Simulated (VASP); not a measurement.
# Ca4SiSe2 (I-42m) in VASP: further runs, part 2 of 2

VASP 6.6.1.

**3. Single point, PBE (species swapped into the MnIn2Te4 type (I-42m, No. 121))**

File INCAR:

```
  ALGO = Fast
  EDIFF = 1E-6
  ENCUT = 520
  GGA = PE
  ISIF = 2
  ISMEAR = 0
  LASPH = True
  LCHARG = False
  LREAL = False
  LWAVE = False
  NBANDS = 37
  NELM = 100
  PREC = Accurate
  SIGMA = 0.1
```

File KPOINTS:

```
k-points
0
Gamma
  4 4 4
```

File POSCAR:

```
Ca4SiSe2
1.0
   -3.0834788691      3.0834788691      7.5236067443
    3.0834788691     -3.0834788691      7.5236067443
    3.0834788691      3.0834788691     -7.5236067443
Ca Si Se
4 1 2
Direct
    0.1378979538      0.6008102958      0.0000000000
    0.8621020462      0.8621020462      0.4629123420
    0.6008102958      0.1378979538      0.0000000000
    0.3991897042      0.3991897042      0.5370876580
    0.5000000000      0.5000000000      0.0000000000
    0.2500000000      0.7500000000      0.5000000000
    0.7500000000      0.2500000000      0.5000000000
```

Potentials or basis: VASP PAW PBE potentials, release 64 (Ca_sv, Si, Se).

The run is started by

```sh
$ cat potpaw_PBE.64/Ca_sv/POTCAR potpaw_PBE.64/Si/POTCAR potpaw_PBE.64/Se/POTCAR > POTCAR
$ mpirun -np 1 vasp_std > vasp.out
```

OUTCAR:

```text
EDIFF = 1E-6
   ENCUT = 520
   GGA = PE
   ISIF = 2
   ISMEAR = 0
   LASPH = True
   LREAL = False
   NELM = 100
   PREC = Accurate

 ion  position               nearest neighbor table
   1  0.138  0.601  0.000-   5 2.82   6 2.83   7 2.83
   2  0.862  0.862  0.463-   5 2.82   6 2.83   7 2.83
   3  0.601  0.138  0.000-   5 2.82   7 2.83   6 2.83
   4  0.399  0.399  0.537-   5 2.82   6 2.83   7 2.83
   5  0.500  0.500  0.000-   1 2.82   3 2.82   4 2.82   2 2.82
   6  0.250  0.750  0.500-   2 2.83   1 2.83   4 2.83   3 2.83
   7  0.750  0.250  0.500-   2 2.83   3 2.83   4 2.83   1 2.83

  LATTYP: Found a body centered tetragonal cell.
 ALAT       =     6.1669577382
 C/A-ratio  =     2.4399735052

  Lattice vectors:

 A1 = (  -3.0834788691,   3.0834788691,   7.5236067443)
 A2 = (   3.0834788691,  -3.0834788691,   7.5236067443)
 A3 = (   3.0834788691,   3.0834788691,  -7.5236067443)

Analysis of symmetry for initial positions (statically):
=====================================================================
 Subroutine PRICEL returns:
[... 175 lines left out ...]
 cond. band min:       1.3912405555   @ k =  -0.2500  -0.2500   0.2500
 fundamental gap:      0.0946107803
 Fermi energy:         1.3381746702

 k-point     1 :       0.0000    0.0000    0.0000
  band No.  band energies     occupation
      1     -40.0909      2.00000
      2     -40.0896      2.00000
      3     -40.0873      2.00000
      4     -40.0873      2.00000
      5     -21.2276      2.00000
      6     -21.2242      2.00000
[... 509 lines left out ...]
     36       3.6789      0.00000
     37       4.7445      0.00000

------------------------ aborting loop because EDIFF is reached ----------------------------------------

  FORCE on cell =-STRESS in cart. coord.  units (eV):
  Direction    XX          YY          ZZ          XY          YZ          ZX
  --------------------------------------------------------------------------------------
  -------------------------------------------------------------------------------------
  Total        0.0596890      0.0596890      0.5015456      0.0000000     -0.0000000      0.0000000
  in kB        0.3342234      0.3342234      2.8083613      0.0000000     -0.0000000      0.0000000
  external PRESSURE =       1.1589361 kB  Pullay stress =       0.0000000 kB

 VOLUME and BASIS-vectors are now :
 -----------------------------------------------------------------------------
  energy-cutoff  :      520.00
  volume of cell :      286.13
      direct lattice vectors                 reciprocal lattice vectors
    -3.083478869  3.083478869  7.523606744     0.000000000  0.162154508  0.066457487
     3.083478869 -3.083478869  7.523606744     0.162154508  0.000000000  0.066457487
     3.083478869  3.083478869 -7.523606744     0.162154508  0.162154508  0.000000000

 POSITION                                       TOTAL-FORCE (eV/Angst)
 -----------------------------------------------------------------------------------
      1.42738     -1.42738      5.55775         0.019253     -0.019253      0.004938
      1.42738      1.42738      9.48946         0.019253      0.019253     -0.004938
     -1.42738      1.42738      5.55775        -0.019253      0.019253      0.004938
      1.65610      1.65610      1.96586        -0.019253     -0.019253     -0.004938
      0.00000      0.00000      7.52361        -0.000000      0.000000     -0.000000
      3.08348      0.00000      3.76180        -0.000000      0.000000     -0.000000
      0.00000      3.08348      3.76180        -0.000000      0.000000     -0.000000
 -----------------------------------------------------------------------------------
    total drift:                                0.000000      0.000000      0.000000

  FREE ENERGIE OF THE ION-ELECTRON SYSTEM (eV)
  ---------------------------------------------------
  free  energy   TOTEN  =       -25.9915103755 eV

  energy  without entropy=      -25.9847494695  energy(sigma->0) =      -25.98812992
```

OSZICAR:

```text
N       E                     dE             d eps       ncg     rms          rms(c)
DAV:   1     0.475892071946E+03    0.47589E+03   -0.26037E+04  1050   0.132E+03
DAV:   2     0.797698713179E+01   -0.46792E+03   -0.45822E+03  1129   0.362E+02
DAV:   3    -0.264415002812E+02   -0.34418E+02   -0.34264E+02  1372   0.763E+01
[... 16 lines left out ...]
RMM:  20    -0.259915006427E+02   -0.88311E-05   -0.78633E-05  1605   0.274E-02    0.363E-03
RMM:  21    -0.259915051750E+02   -0.45323E-05   -0.42055E-05  1446   0.208E-02    0.255E-03
RMM:  22    -0.259915079980E+02   -0.28231E-05   -0.25359E-05  1418   0.161E-02    0.406E-03
RMM:  23    -0.259915094098E+02   -0.14118E-05   -0.13980E-05  1277   0.126E-02    0.530E-03
RMM:  24    -0.259915103755E+02   -0.96566E-06   -0.89587E-06  1216   0.103E-02
   1 F= -.25991510E+02 E0= -.25988130E+02  d E =-.676091E-02
```

stdout:

```text
POSCAR found type information on POSCAR CaSiSe
 POSCAR found :  3 types and       7 ions
 scaLAPACK will be used
 LDA part: xc-table for (Slater+PW92), standard interpolation
 POSCAR, INCAR and KPOINTS ok, starting setup
 FFT: planning ... GRIDC
 FFT: planning ... GRID_SOFT
 FFT: planning ... GRID
 WAVECAR not read
 entering main loop
```

Run time: 11 min. Hardware: 1 thread of Intel Xeon Platinum 8375C at 2.90GHz (Ice Lake), shared host; peak memory 0.7 GiB.

What came out:

```
Free energy            : -25.9915 eV
Pressure               : 0.1 GPa
Largest force          : 0.028 eV/Å
Band gap on the k mesh : none (metal or under the smearing width)
```

Forces on the atoms (eV/Å):
```
Ca   0.019 -0.019  0.005
Ca   0.019  0.019 -0.005
Ca  -0.019  0.019  0.005
Ca  -0.019 -0.019 -0.005
Si   0.000  0.000  0.000
Se   0.000  0.000  0.000
Se   0.000  0.000  0.000
```

Stress tensor (GPa, compression positive):
```
0.03 0.00 0.00
0.00 0.03 0.00
0.00 0.00 0.28
```

Caveat: the k mesh is coarse (spacing up to 0.36 Å⁻¹), so the values aren't converged.
